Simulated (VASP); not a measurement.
Calculation: HSE06 screened hybrid, VASP's PBE PAW potentials (set 64) (plane waves; VASP 6.6.1).

The input files of a VASP run:

**INCAR**
```
# general
SYSTEM   = MgI2
PREC     = Accurate
ENCUT    = 300
LREAL    = F
LASPH    = T
ISYM     = 3

# electronic loop
EDIFF    = 1E-6
NELM     = 100
ALGO     = Normal
LMAXMIX  = 4

# smearing
ISMEAR   = 0
SIGMA    = 0.01

# functional
GGA      = PE
LHFCALC  = T
AEXX     = 0.25
HFSCREEN = 0.2
PRECFOCK = Fast

# ions
ISIF     = 2

# output
LWAVE    = F
LCHARG   = F
```

**POSCAR**
```
MgI2
4.195680
  1.0000000000   0.0000000000   0.0000000000
 -0.5000000000   0.8660252927   0.0000000000
  0.0000000000   0.0000000000   1.6935824467
Mg I
1 2
direct
  0.0000000000   0.0000000000   0.0000000000
  0.3333330000   0.6666670000   0.2340800000
  0.6666670000   0.3333330000   0.7659200000
```

KPOINTS:
```
Automatic mesh
0
Gamma
3 3 2
0 0 0
```

POTCAR, in this order: Mg I (PBE.64 set). Program: vasp_std.

Gaps are read on the run's mesh, which can miss a band edge. Unless said otherwise, spin-orbit coupling is left out, though it shifts the bands of the heavy elements here.

Question: Estimate the energy per atom (σ→0), largest force, band gap (on the k-mesh).

Answer: 
- energy per atom (σ→0): -3.040 eV/atom
- band gap (on the k-mesh): 4.71 eV
- largest force: 0.00277 Ha/bohr

### OSZICAR
```
...
DAV:  11    -0.911899876615E+01    0.49135E-03   -0.27179E-04   172   0.121E-01    0.490E-01
DAV:  12    -0.911882897219E+01    0.16979E-03   -0.92351E-05   168   0.723E-02    0.271E-01
DAV:  13    -0.911877117291E+01    0.57799E-04   -0.34141E-05   164   0.447E-02    0.149E-01
DAV:  14    -0.911875206388E+01    0.19109E-04   -0.13334E-05   176   0.283E-02    0.819E-02
DAV:  15    -0.911874605365E+01    0.60102E-05   -0.52705E-06   164   0.179E-02    0.450E-02
DAV:  16    -0.911874437663E+01    0.16770E-05   -0.20725E-06   160   0.113E-02    0.247E-02
DAV:  17    -0.911874398078E+01    0.39585E-06   -0.81520E-07   112   0.747E-03
   1 F= -.91187440E+01 E0= -.91187440E+01  d E =-.524028E-14
```

The structure comes from a computed database's MgI2 entry; how it stands against other phases isn't given here. The cell was not relaxed at this level. The k-mesh is coarse (spacing up to 0.58 per Å, 2π included), so the numbers may not be converged in it. The run is one of a series of settings (KPOINTS 3×3×2 Γ-centred mesh against the base run), some of them coarse on purpose.
